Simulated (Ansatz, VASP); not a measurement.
**Hg32Se7S25 in two plane-wave programs**

One calculation is typed for both programs; each brings its own data sets. How far apart do they land? The structure shown is the start of the Ansatz relaxation below; VASP solves that cell, so the two are compared at the walk's first step.

Program: Ansatz 0.2.0. Level of theory: plane waves, with VASP 6.6.1 beside it; single point at PBE. Results are calculated unless marked as measured.

### Step 1. The starting structure

The cell holds 64 atoms: 32 Hg, 25 S and 7 Se. Cell: a = 12.097 Å, b = 12.097 Å, c = 12.097 Å, α = 90.0°, β = 90.0°, γ = 90.0°.

### Step 2. Ansatz: relaxation, PBE

Ansatz runs on its PAW soft_1 files.

The two programs are compared at the cell with which this relaxation starts, whose forces are those of its first step.

Contents of input.yaml:

```yaml
crystal:
  lattice:
    - [12.0967, 0.0, 0.0]
    - [0.0, 12.0967, 0.0]
    - [0.0, 0.0, 12.0967]
  atoms:
    - { symbol: Hg, position: [0.79257, 0.98205, 0.49535] }
    - { symbol: Hg, position: [0.7767, 0.14351, 0.24672] }
    - { symbol: Hg, position: [0.57102, 0.42399, 0.38244] }
    - { symbol: Hg, position: [0.15611, 0.4446, 0.50855] }
    - { symbol: Hg, position: [0.15594, 0.29503, 0.84272] }
    - { symbol: Hg, position: [0.35485, 0.28542, 0.61634] }
    - { symbol: Hg, position: [0.72152, 0.16062, 0.94646] }
    - { symbol: Hg, position: [0.87401, 0.91701, 0.7381] }
    - { symbol: Hg, position: [0.4063, 0.13247, 0.04912] }
    - { symbol: Hg, position: [0.34781, 0.60618, 0.20536] }
    - { symbol: Hg, position: [0.9033, 0.393, 0.04769] }
    - { symbol: Hg, position: [0.70023, 0.6429, 0.93785] }
    - { symbol: Hg, position: [0.5412, 0.37235, 0.07493] }
    - { symbol: Hg, position: [0.53918, 0.85158, 0.80915] }
    - { symbol: Hg, position: [0.32429, 0.93037, 0.32469] }
    - { symbol: Hg, position: [0.27576, 0.87362, 0.95393] }
    - { symbol: Hg, position: [0.20379, 0.27098, 0.24147] }
    - { symbol: Hg, position: [0.0384, 0.64024, 0.04647] }
    - { symbol: Hg, position: [0.40632, 0.67017, 0.55511] }
    - { symbol: Hg, position: [0.03482, 0.59927, 0.74439] }
    - { symbol: Hg, position: [0.4738, 0.00626, 0.6257] }
    - { symbol: Hg, position: [0.07089, 0.13945, 0.58046] }
    - { symbol: Hg, position: [0.59577, 0.88743, 0.15287] }
    - { symbol: Hg, position: [0.20024, 0.88286, 0.63368] }
    - { symbol: Hg, position: [0.06441, 0.08226, 0.02128] }
    - { symbol: Hg, position: [0.33116, 0.56031, 0.88849] }
    - { symbol: Hg, position: [0.04772, 0.70086, 0.39597] }
    - { symbol: Hg, position: [0.55093, 0.41628, 0.72425] }
    - { symbol: Hg, position: [0.98593, 0.91461, 0.21125] }
    - { symbol: Hg, position: [0.8921, 0.39518, 0.39693] }
    - { symbol: Hg, position: [0.7362, 0.65969, 0.56752] }
    - { symbol: Hg, position: [0.84482, 0.3988, 0.71676] }
    - { symbol: S, position: [0.14241, 0.89513, 0.43206] }
    - { symbol: S, position: [0.47145, 0.85805, 0.46338] }
    - { symbol: S, position: [0.2555, 0.08718, 0.9154] }
    - { symbol: S, position: [0.9458, 0.05133, 0.37403] }
    - { symbol: S, position: [0.63627, 0.11198, 0.56954] }
    - { symbol: S, position: [0.56815, 0.54314, 0.55719] }
    - { symbol: S, position: [0.06834, 0.27594, 0.40964] }
    - { symbol: S, position: [0.72777, 0.28426, 0.10365] }
    - { symbol: S, position: [0.89292, 0.55492, 0.89559] }
    - { symbol: S, position: [0.71537, 0.76843, 0.755] }
    - { symbol: S, position: [0.98286, 0.23059, 0.73984] }
    - { symbol: S, position: [0.06919, 0.84826, 0.98196] }
    - { symbol: S, position: [0.09301, 0.30801, 0.05923] }
    - { symbol: S, position: [0.93301, 0.70041, 0.2184] }
    - { symbol: S, position: [0.27696, 0.09825, 0.67315] }
    - { symbol: S, position: [0.60535, 0.04231, 0.30292] }
    - { symbol: S, position: [0.22166, 0.527, 0.06507] }
    - { symbol: S, position: [0.69931, 0.80628, 0.39993] }
    - { symbol: S, position: [0.69417, 0.25461, 0.75668] }
    - { symbol: S, position: [0.36632, 0.12257, 0.26214] }
    - { symbol: S, position: [0.89757, 0.07105, 0.88873] }
    - { symbol: S, position: [0.48097, 0.24637, 0.44662] }
    - { symbol: S, position: [0.54069, 0.50676, 0.91419] }
    - { symbol: S, position: [0.69682, 0.70654, 0.17732] }
    - { symbol: S, position: [0.53694, 0.52609, 0.20579] }
    - { symbol: Se, position: [0.20835, 0.46293, 0.72822] }
    - { symbol: Se, position: [0.93759, 0.55713, 0.54015] }
    - { symbol: Se, position: [0.25362, 0.61332, 0.39583] }
    - { symbol: Se, position: [0.56532, 0.99826, 0.97882] }
    - { symbol: Se, position: [0.05168, 0.80995, 0.77378] }
    - { symbol: Se, position: [0.33707, 0.73973, 0.77494] }
    - { symbol: Se, position: [0.38445, 0.82419, 0.14588] }
kpoints:
  mp_grid: { grid: [1, 1, 1] }
hamiltonian:
  xc: pbe
  pseudopotentials: { kind: paw, azcp: { folder: soft_1 } }
scf:
  occupations: { method: fermi_dirac, width: 0.025 }
output:
  forces: true
relax:
  f_tol: 0.05
  max_steps: 150
  cell: {}
```

Launch:

```
$ ansatz run input.yaml --threads 4 --pin off --max-ram 15872MiB --backend cpu --events-out ev --progress --plain --runs-dir out
```

Numbers of over 12 decimals in the logs are rounded to 6 here.

Log:

```text
Engine: ansatz 0.2.0, x86_64-unknown-linux-gnu
Pseudopotentials: kind: paw
Pseudopotential: Hg, paw, valence charge 20, recommended cutoff 420 eV (normal), soft_1/Hg.paw.azcp
Pseudopotential: S, paw, valence charge 6, recommended cutoff 420 eV (normal), soft_1/S.paw.azcp
Pseudopotential: Se, paw, valence charge 16, recommended cutoff 420 eV (normal), soft_1/Se.paw.azcp
Functional definition: PBE
  parameter kappa = 0.804
  parameter beta = 0.066725
  exchange = pbe_x(kappa = kappa, mu = beta*pi^2/3)
  correlation = pbe_c(beta = beta)
Crystal: 64 atoms, lattice volume = 1770.112 Å³
Basis set: ecut = 420 eV, 34505 PW (Γ), exchange–correlation on 162×162×162 points (8 copies of the dense FFT grid, shifted against one another)
Bands: 542, of which v1, the nominal top of the filled ones, is band 451 counted from 1 (450 counted from 0)
Symmetry: 1 space group operations
Space group: P1 (ITA 1), of the structure as read, at distance tolerance 1.2e-4 Å
k-points: 1
Non-local potential: Hg, projectors of the file, l = 0: 3, l = 1: 2, l = 2: 2, l = 3: 1
Non-local potential: S, projectors of the file, l = 0: 2, l = 1: 2, l = 2: 1
Non-local potential: Se, projectors of the file, l = 0: 2, l = 1: 2, l = 2: 3, l = 3: 1
PAW form: soft (Blöchl's): semilocal exchange-correlation on the pseudo side does not see the compensation charge
PAW one-centre angular grid: Hg, 590 points (default); XC on 64 Gauss nodes
PAW one-centre angular grid: S, 110 points (default); XC on 64 Gauss nodes
PAW one-centre angular grid: Se, 590 points (default); XC on 64 Gauss nodes
Initial density: superposition of atomic densities (chi_scale 0.1, normalization cell, long waves kept (reshape's long-wave potential 0.34 eV rms))
Initial wavefunctions: pseudopotential atomic-orbital guess
Functional: x = pbe(κ = 0.804, μ = 0.219515), c = pbe(β = 0.066725)
SCF iter   1: F=—  HF=-502929.376175 eV  |F-HF|=—  |Δ(HF+E_count)|=         —  Δρ=2.94e-2  dr2=5.13e1  ethr=3.10e-3  ⟨swp⟩=6.0  Hψ=2099  notcnv=0  defer=29
preconditioner: auto → LDOS  [insulator: Δε(μ)=0.123 eV  Ē_g=9.918 eV  σ=0.025 eV  W_gap=0.84  n_scr=460 (ndim 8)  ℏωp=21.2 eV  f_vac=0.132  D(μ)=11.88/eV (n_scr^D=32)  ε∞_Penn≈5.6  β→1.0]
SCF iter   2: F=—  HF=-502925.934732 eV  |F-HF|=—  |Δ(HF+E_count)|=    3.44e0  Δρ=2.09e-2  dr2=2.90e1  ethr=3.10e-3  ⟨swp⟩=3.0  Hψ=966  notcnv=0  defer=80
SCF iter   3: F=—  HF=-502922.661376 eV  |F-HF|=—  |Δ(HF+E_count)|=    3.27e0  Δρ=6.11e-3  dr2=2.34e0  ethr=3.10e-3  ⟨swp⟩=3.0  Hψ=769  notcnv=0  defer=80
SCF iter   4: F=—  HF=-502922.378248 eV  |F-HF|=—  |Δ(HF+E_count)|=   2.83e-1  Δρ=2.04e-3  dr2=2.00e-1  ethr=2.59e-4  ⟨swp⟩=3.0  Hψ=643  notcnv=0  defer=75
SCF iter   5: F=—  HF=-502922.367885 eV  |F-HF|=—  |Δ(HF+E_count)|=   1.04e-2  Δρ=9.06e-4  dr2=3.82e-2  ethr=2.22e-5  ⟨swp⟩=2.0  Hψ=764  notcnv=0  defer=75
SCF iter   6: F=—  HF=-502922.364782 eV  |F-HF|=—  |Δ(HF+E_count)|=   3.10e-3  Δρ=4.94e-4  dr2=1.08e-2  ethr=4.24e-6  ⟨swp⟩=2.0  Hψ=748  notcnv=0  defer=75
SCF iter   7: F=—  HF=-502922.363594 eV  |F-HF|=—  |Δ(HF+E_count)|=   1.19e-3  Δρ=2.93e-4  dr2=3.79e-3  ethr=1.20e-6  ⟨swp⟩=2.0  Hψ=713  notcnv=0  defer=75
SCF iter   8: F=—  HF=-502922.363104 eV  |F-HF|=—  |Δ(HF+E_count)|=   4.90e-4  Δρ=1.29e-4  dr2=7.16e-4  ethr=4.20e-7  ⟨swp⟩=2.0  Hψ=563  notcnv=0  defer=75
SCF iter   9: F=—  HF=-502922.363224 eV  |F-HF|=—  |Δ(HF+E_count)|=   1.19e-4  Δρ=5.37e-5  dr2=1.12e-4  ethr=7.94e-8  ⟨swp⟩=2.0  Hψ=742  notcnv=0  defer=75
SCF iter  10: F=—  HF=-502922.363384 eV  |F-HF|=—  |Δ(HF+E_count)|=   1.60e-4  Δρ=2.39e-5  dr2=2.40e-5  ethr=1.24e-8  ⟨swp⟩=2.0  Hψ=776  notcnv=0  defer=75
SCF iter  11: F=—  HF=-502922.366972 eV  |F-HF|=—  |Δ(HF+E_count)|=   3.59e-3  Δρ=1.09e-5  dr2=5.14e-6  ethr=2.66e-9  ⟨swp⟩=2.0  Hψ=792  notcnv=0  defer=75
SCF iter  12: F=—  HF=-502922.366971 eV  |F-HF|=—  |Δ(HF+E_count)|=   5.49e-7  Δρ=4.66e-6  dr2=1.11e-6  ethr=5.70e-10  ⟨swp⟩=2.0  Hψ=718  notcnv=0  defer=75
SCF iter  13: F=—  HF=-502922.366971 eV  |F-HF|=—  |Δ(HF+E_count)|=   1.55e-7  Δρ=2.16e-6  dr2=2.31e-7  ethr=1.23e-10  ⟨swp⟩=2.0  Hψ=718  notcnv=0  defer=75
SCF iter  14: F=-502922.366971 eV  HF=-502922.366971 eV  |F-HF|=4.44e-8  |Δ(HF+E_count)|=   2.51e-8  Δρ=1.14e-6  dr2=5.90e-8  ethr=1.11e-11  ⟨swp⟩=4.0  Hψ=1704  notcnv=0
SCF 1 converged in 14 iterations: F = -502922.366971 eV  dr2 = 5.90e-8
  greatest PAW one-centre occupation: 1.000 electrons in one spin orbital (limit 2), on the Hg atom at site 6 (counted from 0), in its partial waves of l = 0
relax step   1: F+E_penalty+E_count = -502922.36697080 eV  Δ(F+E_penalty+E_count) = +0.000e0 eV  max|allowed force component| = 1.431e0 eV/Å  Δτ_max = 0.0000 Å  P = +1.392 GPa  Ω = 1770.112 Å³  (14 SCF iters, dr2 threshold 1.00e-7 eV, accepted)
Crystal: 64 atoms, lattice volume = 1811.770 Å³
[...]
atom  11  Hg    -0.00166407    -0.00179307    -0.00132885
  atom  12  Hg    -0.00128062     0.00178948    -0.00245865
  atom  13  Hg     0.00076337    -0.00402768     0.00236627
  atom  14  Hg     0.00185114    -0.00378833    -0.00163487
  atom  15  Hg     0.00828338    -0.01444945    -0.03755360
  atom  16  Hg    -0.01159055     0.00259016    -0.00283229
  atom  17  Hg     0.00170694    -0.00020461    -0.00126837
  atom  18  Hg     0.00124439     0.00154839     0.00197643
  atom  19  Hg    -0.00118586     0.00370413    -0.00250578
  atom  20  Hg     0.01447346    -0.00484374     0.01136448
  atom  21  Hg    -0.00009228    -0.00040129    -0.00218129
  atom  22  Hg     0.00378882     0.00500098     0.00438710
  atom  23  Hg     0.00383564    -0.00048521     0.00288199
  atom  24  Hg    -0.00904436    -0.00213816    -0.00506039
  atom  25  Hg     0.00559863     0.00124797    -0.00509237
  atom  26  Hg     0.00695375     0.00437576     0.00696208
  atom  27  Hg    -0.00635187     0.00857713    -0.01057576
  atom  28  Hg    -0.00165048     0.00051764     0.00161938
  atom  29  Hg    -0.00592183     0.00044156     0.00044018
  atom  30  Hg    -0.00620321     0.00057251     0.00037975
  atom  31  Hg    -0.00219249    -0.00438138     0.00415674
  atom  32  Hg     0.00199074     0.00297662    -0.00375508
  atom  33  S      0.01777215    -0.00177152     0.00106847
  atom  34  S     -0.00219664     0.00884438     0.00175606
[...]
atom  57  S      0.00683759    -0.00009295    -0.00201954
  atom  58  Se    -0.00902408    -0.00394935    -0.00388915
  atom  59  Se    -0.00709469    -0.01041939    -0.00960936
  atom  60  Se    -0.00548877    -0.00015571    -0.00385529
  atom  61  Se    -0.00360265     0.00261541     0.00315659
  atom  62  Se    -0.00464900     0.00157049    -0.02073875
  atom  63  Se     0.00389912    -0.00069029    -0.00085221
  atom  64  Se    -0.02639159     0.02172585     0.03780043
  max |Σ_I F_I| component: 8.63e-7 eV/Å
--- Stress (GPa, compression-positive) ---
       -0.005324       0.014220       0.000437
        0.014220      -0.011862      -0.004822
        0.000437      -0.004822      -0.006232
  P = ⅓ Tr σ = -0.0078 GPa (-0.078 kbar)
--- Relaxed structure (70 steps of the walk, 68 accepted, 2 SCFs on fresh bases) ---
  F+E_penalty+E_count = -502938.94540778 eV   max|allowed force component| = 3.780e-2 eV/Å   (the final SCF, on the basis selected at the relaxed cell)
  cell:  # Å, volume = 2210.8513 Å³
    - [12.837251, 1.438605, -0.887811]
    - [1.438605, 14.218706, 0.085166]
    - [-0.887811, 0.085166, 12.315058]
  atoms:
    - { symbol: Hg, position: [0.602049, 1.022832, 0.355675] }
    - { symbol: Hg, position: [0.805480, 0.211371, 0.221878] }
    - { symbol: Hg, position: [0.513616, 0.463479, 0.576918] }
    - { symbol: Hg, position: [0.156982, 0.463136, 0.402281] }
    - { symbol: Hg, position: [0.117904, 0.134475, 0.807840] }
    - { symbol: Hg, position: [0.303649, 0.362944, 0.678543] }
    - { symbol: Hg, position: [0.798212, 0.178582, 0.851342] }
    - { symbol: Hg, position: [0.777665, 0.920745, 0.849206] }
    - { symbol: Hg, position: [0.460456, 0.153201, 0.019066] }
    - { symbol: Hg, position: [0.347844, 0.532793, 0.234491] }
    - { symbol: Hg, position: [0.973336, 0.411323, -0.015714] }
    - { symbol: Hg, position: [0.710819, 0.717864, 0.959194] }
    - { symbol: Hg, position: [0.630536, 0.446682, 0.237077] }
    - { symbol: Hg, position: [0.436312, 0.960512, 0.819612] }
    - { symbol: Hg, position: [0.332554, 0.825794, 0.304575] }
    - { symbol: Hg, position: [0.233303, 0.768395, 1.013254] }
    - { symbol: Hg, position: [0.209539, 0.254515, 0.106162] }
    - { symbol: Hg, position: [0.030848, 0.657955, 0.058788] }
    - { symbol: Hg, position: [0.489981, 0.724874, 0.652711] }
    - { symbol: Hg, position: [0.027197, 0.569519, 0.750147] }
    - { symbol: Hg, position: [0.479137, 0.106857, 0.571006] }
    - { symbol: Hg, position: [0.200150, 0.213496, 0.466191] }
    - { symbol: Hg, position: [0.621950, 0.809537, 0.184113] }
    - { symbol: Hg, position: [0.256913, 0.897616, 0.569012] }
    - { symbol: Hg, position: [0.138738, 0.011747, 0.063109] }
    - { symbol: Hg, position: [0.315590, 0.453616, 0.950912] }
    - { symbol: Hg, position: [0.091166, 0.719962, 0.331190] }
    - { symbol: Hg, position: [0.605784, 0.410996, 0.902529] }
    - { symbol: Hg, position: [0.990188, 1.003243, 0.187519] }
    - { symbol: Hg, position: [0.722704, 0.295185, 0.485458] }
    - { symbol: Hg, position: [0.736938, 0.619481, 0.535840] }
    - { symbol: Hg, position: [0.934924, 0.344346, 0.625672] }
    - { symbol: S, position: [0.182480, 0.919459, 0.383724] }
    - { symbol: S, position: [0.502062, 0.822948, 0.477108] }
    - { symbol: S, position: [0.260145, 0.054810, 0.940784] }
    - { symbol: S, position: [0.850383, 0.055777, 0.299456] }
    - { symbol: S, position: [0.652591, 0.089488, 0.524600] }
    - { symbol: S, position: [0.615314, 0.568936, 0.671885] }
    - { symbol: S, position: [0.097404, 0.325180, 0.333301] }
    - { symbol: S, position: [0.760690, 0.364983, 0.134669] }
    - { symbol: S, position: [0.922775, 0.572185, 0.918051] }
    - { symbol: S, position: [0.693277, 0.795238, 0.785212] }
    - { symbol: S, position: [0.970199, 0.177760, 0.667928] }
    - { symbol: S, position: [0.075073, 0.789003, 0.881442] }
    - { symbol: S, position: [0.029054, 0.248726, 0.038989] }
    - { symbol: S, position: [0.978719, 0.795193, 0.174238] }
    - { symbol: S, position: [0.302113, 0.108863, 0.608486] }
    - { symbol: S, position: [0.520255, -0.032004, 0.193613] }
    - { symbol: S, position: [0.193989, 0.511068, 0.114730] }
    - { symbol: S, position: [0.653493, 0.772031, 0.435908] }
    - { symbol: S, position: [0.726563, 0.336936, 0.784872] }
    - { symbol: S, position: [0.392583, 0.250941, 0.159954] }
    - { symbol: S, position: [0.886170, 0.024970, 0.923142] }
    - { symbol: S, position: [0.408172, 0.346243, 0.535060] }
    - { symbol: S, position: [0.479570, 0.508022, 0.998152] }
    - { symbol: S, position: [0.718297, 0.657751, 0.138120] }
    - { symbol: S, position: [0.512356, 0.529387, 0.351924] }
    - { symbol: Se, position: [0.183355, 0.381280, 0.819216] }
    - { symbol: Se, position: [0.929479, 0.511788, 0.560726] }
    - { symbol: Se, position: [0.211195, 0.610936, 0.475202] }
    - { symbol: Se, position: [0.548366, 1.081467, 0.860924] }
    - { symbol: Se, position: [0.125397, 0.707950, 0.736549] }
    - { symbol: Se, position: [0.341963, 0.826759, 0.756342] }
    - { symbol: Se, position: [0.399035, 0.729174, 0.147165] }
```

[end of part 1 of 2]

[Lines on the potential files, build, host, timing and source positions are cut from VASP's logs without a mark.]

[Logs are printed without paths, hosts, clocks, repeated set-up lines and the standing remarks that a program may print on its own settings, such as how far it seeks lower states.]

[Hosts, paths, dates, database ids (printed as entryN), source tags and the programs' standing remarks are cut or masked in the printed files.]
